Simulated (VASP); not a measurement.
Write the native input for VASP 6.6.1 that does the following.

```yaml
Task: single point
Functional: LDA
Potentials_or_basis: VASP PAW LDA potentials, release 64 (B)
Cutoff: 520 eV
k_mesh: 33 × 33 × 14
Occupations: gaussian, width 0.15 eV
Spin: no spin polarisation
Dipole_correction: no
Further_INCAR_settings: ALGO = Normal; EDIFF = 1e-06; NBANDS = 8
```

The structure of B lies in POSCAR:

```
B
1.0
    1.6173118970      0.0000000000      0.0000000000
   -0.8086559485      1.4006331887      0.0000000000
    0.0000000000      0.0000000000      3.8171939925
B
1
Direct
    0.0000000000      0.0000000000      0.0000000000
```

This isn't the form of B at room conditions, which is rhombohedral.

The cell isn't the ideal one: strain -0.050 along x and y, +0.050 along z, atoms carried along.

One way to write it, as run:

INCAR

```
SYSTEM = B
  PREC = Accurate
  ENCUT = 520
  EDIFF = 1E-6
  ISMEAR = 0
  SIGMA = 0.15
  LREAL = .False.
  LASPH = .True.
  NELM = 100
  ALGO = Normal
  ISIF = 2
  LWAVE = .False.
  LCHARG = .False.
  NBANDS = 8
```

KPOINTS

```
regular mesh
0
Gamma
  33 33 14
  0 0 0
```

Potentials or basis: VASP PAW LDA potentials, release 64 (B).

The run is started by

```sh
$ cat potpaw_LDA.64/B/POTCAR > POTCAR
$ mpirun -np 1 vasp_std > vasp.out
```

It gave:

The pressure is 30.2 GPa. The band gap on the k mesh is none (metal or under the smearing width).

Caveat: so large a pressure means that the cell lies far from this level's equilibrium, or that cutoff or potentials fall short.

Run time: 25 s on 1 thread of AMD EPYC 7R13 Processor (Zen 3), with other jobs on the host, peak memory 0.12 GiB.
